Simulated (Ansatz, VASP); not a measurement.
## Ge3W2 in VASP and in Ansatz

```
Ge W
1.0
     3.99983    0.00000    0.00000
     0.00000    3.99983    0.00000
     0.00000    0.00000    3.99983
Ge W
3 2
Cartesian
  1.9999 0.0000 0.0000
  0.0000 1.9999 0.0000
  0.0000 0.0000 1.9999
  1.9999 1.9999 1.9999
  0.0000 0.0000 0.0000
```

Alike in both runs: task relaxation of cell and atoms; functional PBE; k mesh 4 × 4 × 4; occupations gaussian, width 0.1 eV; no spin polarisation.

```csv
,VASP,Ansatz
version,VASP 6.6.1,Ansatz 0.2.0
potentials or method,"VASP PAW PBE potentials, release 64 (Ge_d, W_sv)","scalar-relativistic, plane waves, PAW"
plane-wave cutoff (eV),600,420
valence electrons in the cell,70,70
```

|  | VASP | Ansatz | Ansatz less VASP |
| --- | --- | --- | --- |
| gap on the k mesh at the Fermi level, each at its own relaxed structure (eV) | none | none | - |
| relaxed volume (Å³/atom) | 22.23 | 22.19 | -0.038 |
| relaxed cell length with the largest relative difference (Å) | 4.808 | 4.805 | -0.0027 |
| energy change over the relaxation (meV/atom) | -2876 | -2808 | +67.1 |

A gap of «none» marks a metal or a gap that the smearing closes.

Caveats: the k mesh is coarse (spacing up to 0.39 Å⁻¹), so the values aren't converged; the volume moved by over 15 % at a fixed basis, so the end points are rough (VASP). Spin-orbit coupling is left out, which matters for the levels of W.
